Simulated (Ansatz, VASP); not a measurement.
# NiO: VASP beside Ansatz, part 3 of 3

Wanted: the spread between two codes on one cell, functional and k mesh. The cell is taken from a series of runs on this material, whose earlier steps may have relaxed, scaled, displaced or heated it; both programs get it as it stands.

VASP 6.6.1 and Ansatz 0.2.0.

So far. Step 2 (Ansatz: single point, PBEsol, DFT+U, pair 1): The run ends at a pressure of 4.47 GPa.

### 6. Ansatz: single point, PBEsol, DFT+U, pair 2

Level of this step: Ansatz beside VASP: Kohn-Sham DFT, plane waves, PBEsol, DFT+U (Ansatz).

With cell and atoms fixed, the geometry can't cause a difference; cores, projectors, grids and the points listed under the comparison can.

The cell is taken from a series of runs on this material, whose earlier steps may have relaxed, scaled, displaced or heated it; both programs get it as it stands.

Contents of input.yaml:

```yaml
crystal:
  lattice:
    - [2.0859016414, 4.1718032828, 2.0859016414]
    - [4.1718032828, 2.0859016414, 2.0859016414]
    - [4.1718032828, 4.1718032828, 0.0]
  atoms:
    - { symbol: Ni, position: [0.0, 0.0, 0.0], spin: 2.0 }
    - { symbol: O, position: [0.5, 0.5, 0.75] }
    - { symbol: Ni, position: [0.0, 0.0, 0.5], spin: -2.0 }
    - { symbol: O, position: [0.5, 0.5, 0.25] }
kpoints:
  mp_grid: { grid: [9, 9, 9] }
hamiltonian:
  xc: pbesol
  hubbard: { sites: [{ species: Ni, l: d, u_eff: 6.2 }] }
scf:
  occupations: { method: gaussian, width: 0.05 }
output:
  forces: true
  stress: true
  eigenvalues: true
  populations: true
magnetization:
  spin_polarized: true
```

The run is started by

```bash
ansatz run input.yaml --threads 4 --pin off --max-ram 16384MiB --backend cpu --events-out ev --progress --plain --runs-dir out
```

Numbers of over 12 decimals in the logs are rounded to 6 here.

The log of the run:

```text
[...]
Crystal: 4 atoms, lattice volume = 36.303 Å³
Basis set: ecut = 420 eV, 683 PW (Γ), FFT grids on a1−a3, a2−a3, a1+a2−a3, exchange–correlation on 40×40×72 points (8 copies of the dense FFT grid, shifted against one another)
Bands: 32, of which v1, the nominal top of the filled ones, is band 24 counted from 1 (23 counted from 0)
[...]
k-point 84 ↓: bands = [... 20 lower, 11.3295, 11.3295, 12.9412, 12.9412, 16.8406, 16.8406, 18.4716, 19.1473, ... 4 higher]
Occupation matrices written to <dir>
--- Löwdin populations: 4 sites ---
  site symbol       q [e]    m [muB]
     0     Ni     16.8328     1.6438
     1      O      7.0431    -0.0000
     2     Ni     16.8328    -1.6438
     3      O      7.0431    -0.0000
  spilling = 0.005172 (of n_electrons = 48.000000)
[key lines of the parts left out:]
SCF converged after 15 iterations
Magnetization: 0.0000 μB (24.0000 up, 24.0000 down)
Free energy (F): -12726.583662 eV
Fermi energy:    14.487632 eV
P = ⅓ Tr σ = 1.2927 GPa (12.927 kbar)
```

The run ends at a pressure of 1.29 GPa.

### 7. VASP: single point, PBEsol, DFT+U, pair 2

The same cell, functional, mesh and smearing now go to VASP, with its own data sets.

Contents of INCAR:

```
SYSTEM = NiO
PREC = Accurate
ENCUT = 600
EDIFF = 1E-06
NELM = 200
ISMEAR = 0
SIGMA = 0.05
LREAL = .FALSE.
ALGO = Normal
GGA = PS
NBANDS = 24
ISPIN = 2
MAGMOM = 1.65 -1.65 0 -0
LDAU = .TRUE.
LDAUTYPE = 2
LDAUL = 2 -1
LDAUU = 6.2 0
LDAUJ = 0 0
LDAUPRINT = 1
LASPH = .TRUE.
LMAXMIX = 4
LORBIT = 11
LWAVE = .FALSE.
LCHARG = .FALSE.
ISIF = 2
GGA_COMPAT = .FALSE.
```

Contents of POSCAR:

```
NiO
1.0
    2.0859016414      4.1718032828      2.0859016414
    4.1718032828      2.0859016414      2.0859016414
    4.1718032828      4.1718032828      0.0000000000
Ni O
2 2
Direct
    0.0000000000      0.0000000000      0.0000000000
    0.0000000000      0.0000000000      0.5000000000
    0.5000000000      0.5000000000      0.7500000000
    0.5000000000      0.5000000000      0.2500000000
```

Contents of KPOINTS:

```
Automatic mesh
0
Gamma
9 9 9
0 0 0
```

The projector-augmented-wave data sets are Ni and O (PBE family, release 64).

The run is started by

```bash
mpirun -np 1 vasp_std
```

The log of the run:

```text
[banner, memory and clock lines left out]
running    1 mpi-ranks, on    1 nodes
[...]
[... a notice as in an earlier step ...]

 LDA part: xc-table for (Slater+PW92), standard interpolation
 POSCAR, INCAR and KPOINTS ok, starting setup
[...]
entering main loop
       N       E                     dE             d eps       ncg     rms          rms(c)
DAV:   1     0.259892482274E+03    0.25989E+03   -0.16938E+04  8432   0.199E+03
DAV:   2     0.490108639211E+01   -0.25499E+03   -0.23125E+03  8744   0.381E+02
DAV:   3    -0.205524522636E+02   -0.25454E+02   -0.24598E+02  9528   0.138E+02
DAV:   4    -0.210004162430E+02   -0.44796E+00   -0.44746E+00  9032   0.185E+01
[...]
DAV:  16    -0.221324543753E+02   -0.30752E-05   -0.21704E-06  8384   0.407E-02    0.487E-03
DAV:  17    -0.221324556241E+02   -0.12488E-05   -0.26149E-06  8576   0.296E-02    0.506E-03
DAV:  18    -0.221324558336E+02   -0.20947E-06   -0.86625E-07  5248   0.102E-02
   1 F= -.22132456E+02 E0= -.22132456E+02  d E =-.739517E-16  mag=     0.0000
```

From OUTCAR (step 7):

```text
  Total       -2.0977512     -2.0977512     -2.0977512     -0.0189226     -0.0189226     -0.0189226
  in kB      -92.5812591    -92.5812591    -92.5812591     -0.8351231     -0.8351231     -0.8351231
  external PRESSURE =     -92.5812591 kB  Pullay stress =       0.0000000 kB

 POSITION                                       TOTAL-FORCE (eV/Angst)
 -----------------------------------------------------------------------------------
      0.00000      0.00000      0.00000         0.000000      0.000000      0.000000
      2.08590      2.08590      0.00000        -0.000000      0.000000     -0.000000
      6.25770      6.25770      2.08590        -0.000000     -0.000000      0.000000
      4.17180      4.17180      2.08590         0.000000     -0.000000     -0.000000
 -----------------------------------------------------------------------------------
    total drift:                               -0.000000      0.000000     -0.000000

  FREE ENERGIE OF THE ION-ELECTRON SYSTEM (eV)
  ---------------------------------------------------
  free  energy   TOTEN  =       -22.1324558336 eV

  energy  without entropy=      -22.1324558336  energy(sigma->0) =      -22.13245583

 magnetization (x)
# of ion       s       p       d       tot
------------------------------------------
    1       -0.003  -0.006   1.739   1.730
    2        0.003   0.006  -1.739  -1.730
    3        0.000   0.000   0.000   0.000
    4        0.000   0.000   0.000   0.000
--------------------------------------------------
tot          0.000   0.000   0.000   0.000

[... 3 further parts left out ...]
[key lines of the parts left out:]
E-fermi :   6.4181
```

The run ends at a pressure of -9.26 GPa.

### 8. Side by side

What differs besides the data sets and the points named for the pairs above, as far as they apply: the data sets hold 48 valence electrons in Ansatz (on its default PAW (the set named soft_2) files) and 32 in VASP. Total energies have different zeros and are not compared.

Compared:

| quantity | Ansatz | VASP | difference |
| --- | --- | --- | --- |
| pressure (GPa) | 1.29 | -9.26 | +10.55 |
| gap on the k mesh (eV) | 3.092 | 3.374 | -0.282 |
| moment on Ni1 (μB) | 1.65 | 1.73 | -0.08 |
| moment on Ni2 (μB) | -1.65 | -1.73 | +0.08 |

A gap on the mesh is an upper bound, since the band edges may lie between its points.

### 9. Summary of results

| Item | Value |
| --- | --- |
| difference in gap on the k mesh (single point, PBEsol, DFT+U, pair 1) | -0.33 eV |
| difference in pressure (single point, PBEsol, DFT+U, pair 1) | 11 GPa |
| difference in gap on the k mesh (single point, PBEsol, DFT+U, pair 2) | -0.28 eV |
| difference in pressure (single point, PBEsol, DFT+U, pair 2) | 11 GPa |

The difference in pressure is 11 GPa (single point, PBEsol, DFT+U, pair 1). The data sets hold unlike numbers of valence electrons (48 in Ansatz and 32 in VASP), so part of the differences comes from the potentials. By the marks of this series, far apart in the single point, PBEsol, DFT+U, pair 1 pair: the difference in pressure, 11 GPa. Single point, PBEsol, DFT+U, pair 1, VASP with the data sets Ni_sv_GW and O: the difference in pressure goes from 11 to 4.4 GPa; the difference in gap on the k mesh goes from -0.33 to -0.23 eV; the difference in moment on Ni1 goes from -0.11 to -0.071 μB; the difference in moment on Ni2 goes from 0.11 to 0.071 μB. By the marks of this series, far apart in the single point, PBEsol, DFT+U, pair 2 pair: the difference in pressure, 11 GPa. What causes the difference of the single point, PBEsol, DFT+U, pair 2 pair stays open here. How closely two codes agree says nothing of how well the functional describes the real material.

[Lines on the potential files, build, host, timing and source positions are cut from VASP's logs without a mark.]

[Logs are printed without paths, hosts, clocks, repeated set-up lines and the standing remarks that a program may print on its own settings, such as how far it seeks lower states.]

[Hosts, paths, dates, database ids (printed as entryN), source tags and the programs' standing remarks are cut or masked in the printed files.]
